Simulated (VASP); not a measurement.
# PPt under changes of volume

One of the cells (19.658 Å³/atom); the others are scaled copies at fixed shape and fractional positions:

```
Pt P
1.0
     3.76782    0.00000    0.00000
    -1.88391    3.26303    0.00000
     0.00000    0.00000    6.39582
Pt P
2 2
Direct
  0.33333 0.66667 0.37190
  0.66667 0.33333 0.87190
  0.33333 0.66667 0.00310
  0.66667 0.33333 0.50310
```

The cell comes from a database or a generator and needn't be the stable form of this composition.

- Program: VASP 6.6.1
- Functional: PBE
- Potentials or basis: VASP PAW PBE potentials, release 64 (Pt, P)
- Cutoff: 520 eV
- k mesh: 8 × 8 × 4
- Occupations: fermi-dirac, width 0.05 eV
- Spin: no spin polarisation

```tsv
volume (Å³/atom)	energy over the lowest point (meV/atom)	pressure (GPa)	largest force (eV/Å)
18.116	29.50	9.6	0.260
18.502	10.66	6.0	0.215
18.887	0.05	2.8	0.174
19.658	0.00	-2.6	0.101
20.044	?	?	?
20.429	23.11	-6.9	0.039
```

Problem. What does the run at 20.044 Å³/atom give?

Solution. Energy over the lowest point 9.00 meV/atom; pressure -4.9 GPa; largest force 0.069 eV/Å.

Worked out: A Birch-Murnaghan fit of order 3 (a polynomial in V^(-2/3)) to the other rows has its minimum at 19.27 Å³/atom with B0 = V·E''(V) = 135 GPa and B' = 4.9 at fixed shape and positions, which overstates the stiffness. It gives 9.00 meV/atom at 20.044 Å³/atom, against the run's 9.00, and -dE/dV = -4.8 GPa, against -4.9.

Energies are extrapolated to zero smearing.
